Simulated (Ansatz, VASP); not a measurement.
## GaBO6 in VASP and in Ansatz

Contents of INCAR:

```
SYSTEM = GaBO6
ALGO = Normal
EDIFF = 1E-7
EDIFFG = -0.01
ENCUT = 600
GGA = PE
IBRION = 2
ISIF = 3
ISMEAR = 0
LASPH = .TRUE.
LCHARG = .FALSE.
LREAL = .FALSE.
LWAVE = .FALSE.
NELM = 100
NSW = 100
PREC = Accurate
SIGMA = 0.1
```

File KPOINTS:

```
k-points
0
G
  10 10 10
  0 0 0
```

File POSCAR:

```
GaBO6
1.0
    0.0000000000      3.5596553126      3.5596553126
    3.5596553126      0.0000000000      3.5596553126
    3.5596553126      3.5596553126      0.0000000000
Ga B O
1 1 6
Direct
    0.5000000000      0.5000000000      0.5000000000
    0.0000000000      0.0000000000      0.0000000000
    0.7793356575      0.2206643425      0.2206643425
    0.2206643425      0.7793356575      0.7793356575
    0.2206643425      0.7793356575      0.2206643425
    0.7793356575      0.2206643425      0.7793356575
    0.2206643425      0.2206643425      0.7793356575
    0.7793356575      0.7793356575      0.2206643425
```

Input for Ansatz:

```yaml
crystal:
  lattice:
    - [0.0, 3.5596553126, 3.5596553126]
    - [3.5596553126, 0.0, 3.5596553126]
    - [3.5596553126, 3.5596553126, 0.0]
  atoms:
    - { symbol: Ga, position: [0.5, 0.5, 0.5] }
    - { symbol: B, position: [0.0, 0.0, 0.0] }
    - { symbol: O, position: [0.7793356575, 0.2206643425, 0.2206643425] }
    - { symbol: O, position: [0.2206643425, 0.7793356575, 0.7793356575] }
    - { symbol: O, position: [0.2206643425, 0.7793356575, 0.2206643425] }
    - { symbol: O, position: [0.7793356575, 0.2206643425, 0.7793356575] }
    - { symbol: O, position: [0.2206643425, 0.2206643425, 0.7793356575] }
    - { symbol: O, position: [0.7793356575, 0.7793356575, 0.2206643425] }
basis:
  ecutwfc: 420
kpoints:
  mp_grid: { grid: [10, 10, 10] }
hamiltonian:
  xc: pbe
scf:
  occupations: { method: gaussian, width: 0.1 }
output:
  forces: true
  stress: true
  eigenvalues: true
  write_density: true
  write_potential: true
  elf: true
  volumetric_format: npy
relax:
  adjacent_minimum: "off"
  f_tol: 0.01
  max_steps: 80
  cell: { stress_tol: 0.05 }
```

Alike in both runs: task relaxation of cell and atoms; functional PBE; k mesh 10 × 10 × 10; occupations gaussian, width 0.1 eV; no spin polarisation.

```csv
,VASP,Ansatz
version,VASP 6.6.1,Ansatz 0.2.0
potentials or method,"VASP PAW PBE potentials, release 64 (Ga_d, B, O)","scalar-relativistic, plane waves, PAW"
plane-wave cutoff (eV),600,420
valence electrons in the cell,52,52
```

```tsv
	VASP	Ansatz	Ansatz less VASP
gap on the k mesh at the Fermi level, each at its own relaxed structure (eV)	none	none	-
relaxed volume (Å³/atom)	11.26	11.27	+0.007
relaxed cell length with the largest relative difference (Å)	5.032	5.033	+0.0011
```

A gap of «none» marks a metal or a gap that the smearing closes.
